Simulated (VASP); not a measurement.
Here is the system:

```xyz
4
Lattice="1.2307 -2.1317 0.0000 1.2307 2.1317 0.0000 0.0000 0.0000 7.1930" Properties=species:S:1:pos:R:3 pbc="T T T"
C      0.0000     0.0000     1.7982
C      0.0000     0.0000     5.3947
C      1.2307     0.7106     1.7982
C      1.2307    -0.7106     5.3947
```

The numbers are results of PBEsol GGA, VASP's PBE PAW potentials (set 64) (plane waves; VASP), not measurements. Settings: 520 eV cut-off, Gaussian smearing of 0.050 eV, potentials C.

Without a dispersion term in the relaxation, distances and binding between the weakly bound layers, chains or molecules are unreliable, and so is what depends on them.

What does the run give for the band gap (along the path) with the smallest direct gap where there is one?

```json
{
  "band gap (along the path)": "none (metal, semimetal or under 0.01 eV)"
}
```

Only differences to runs with the same potentials and settings are physical.

The compound is C in the graphite structure. It was relaxed first, which changed the volume by +7 %.
